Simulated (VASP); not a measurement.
```
CELL_PARAMETERS angstrom
      0.00000     2.35668     2.35668
      2.35668     0.00000     2.35668
      2.35668     2.35668     0.00000
ATOMIC_POSITIONS crystal
  Zr 0.00000 0.00000 0.00000
  C  0.50000 0.50000 0.50000
```

Computed with r2SCAN meta-GGA, VASP's PBE PAW potentials (set 64) (plane waves; VASP). Numerical set-up: 600 eV cut-off, 12×12×12 Γ-centred mesh, first-order Methfessel-Paxton smearing of 0.10 eV, potentials Zr_sv C.

Each relaxation starts from this cell; other phases were not tried.

Problem. The cell is relaxed at 15 GPa. What happens?

Solution. The volume per atom goes from 13.09 to 12.35 Å³ (-5.7 %), and the cell becomes a = b = c = 4.6227 Å, α = β = γ = 90.00°, space group Fm-3m.

Problem. The cell is relaxed at 30 GPa. What happens?

Solution. The volume per atom goes from 13.09 to 11.77 Å³ (-10.1 %), and the cell becomes a = b = c = 4.5492 Å, α = β = γ = 90.00°, space group Fm-3m.

Failed runs are left out, and for metals the shear rows, which the mesh's noise covers.

The compound is ZrC in the rock salt structure.
